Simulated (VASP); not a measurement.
Crystal: Hf2Pd2Se2Br2O3.

```
Hf Pd Se Br O
1.0
     5.76069    0.00496   -0.00286
    -0.52750    5.84664    0.03413
    -1.48435   -0.92642    6.64586
Hf Pd Se Br O
2 2 2 2 3
Direct
  0.74540 0.39602 0.34989
  0.28763 0.45322 0.59401
  0.90854 0.13294 0.84849
  0.25249 0.90323 0.35874
  0.63469 0.40355 0.93716
  0.62597 0.78174 0.53023
  0.85273 0.99089 0.15355
  0.22526 0.82084 0.86223
  0.96040 0.28925 0.59026
  0.43233 0.24524 0.40864
  0.07457 0.58308 0.36682
```

The cell was built by a generator and needn't be a form met in nature.

* Program: VASP 6.6.1
* Task: relaxation of cell and atoms
* Functional: BLYP
* Potentials or basis: VASP PAW PBE potentials, release 64 (Hf_pv, Pd, Se, Br, O)
* Cutoff: 600 eV
* k mesh: 5 × 5 × 4
* Occupations: fermi-dirac, width 0.05 eV
* Spin: no spin polarisation

At the start: pressure 3.9 GPa; volume 20.36 Å³/atom.

Q: Where does the relaxation end?

A: Over 24 steps the energy falls by 13.4 meV/atom and the volume is 21.49 Å³/atom (+5.5 %); space group P1 (No. 1, to 0.05 Å).

The path:
```csv
step,energy change (eV),largest force (eV/Å),pressure (GPa),volume (Å³)
1,0.0000,0.2870,3.89,224.01
2,-0.0346,0.9361,-2.85,240.41
3,-0.1080,0.4968,-0.05,232.75
4,-0.1354,0.1724,0.06,234.64
5,-0.1357,0.2099,0.09,234.84
6,-0.1407,0.1189,-0.02,235.57
7,-0.1408,0.1460,-0.03,235.66
8,-0.1434,0.0631,0.02,235.83
9,-0.1440,0.0830,0.06,235.96
10,-0.1454,0.0579,-0.09,236.35
11,-0.1456,0.0584,-0.15,236.52
12,-0.1464,0.0463,0.04,236.20
13,-0.1464,0.0523,0.06,236.16
14,-0.1468,0.0301,0.02,236.28
15,-0.1469,0.0288,-0.01,236.37
16,-0.1471,0.0202,0.00,236.37
17,-0.1473,0.0321,0.02,236.37
18,-0.1474,0.0208,-0.04,236.49
19,-0.1474,0.0222,-0.04,236.50
20,-0.1475,0.0158,0.00,236.43
21,-0.1475,0.0207,0.01,236.40
22,-0.1476,0.0135,0.00,236.42
23,-0.1476,0.0142,0.00,236.43
24,-0.1476,0.0087,0.00,236.41
```

Final structure:
```cif
data_structure
_symmetry_space_group_name_H-M 'P 1'
_symmetry_Int_Tables_number 1
_cell_length_a 5.8261
_cell_length_b 6.0112
_cell_length_c 7.0055
_cell_angle_alpha 96.387
_cell_angle_beta 102.328
_cell_angle_gamma 95.449
_cell_volume 236.41
loop_
_atom_site_label
_atom_site_type_symbol
_atom_site_fract_x
_atom_site_fract_y
_atom_site_fract_z
_atom_site_occupancy
Hf1 Hf 0.74706 0.39382 0.35258 1
Hf2 Hf 0.28631 0.45486 0.59197 1
Pd1 Pd 0.90603 0.13762 0.84658 1
Pd2 Pd 0.25438 0.90252 0.35712 1
Se1 Se 0.62957 0.40255 0.93915 1
Se2 Se 0.62566 0.77750 0.52632 1
Br1 Br 0.85453 0.99640 0.15303 1
Br2 Br 0.22399 0.81177 0.86020 1
O1 O 0.96122 0.29184 0.58838 1
O2 O 0.43618 0.24992 0.41435 1
O3 O 0.07506 0.58120 0.37035 1
```

Caveat: the PAW data sets were made with another functional, which shifts forces and pressure a little.
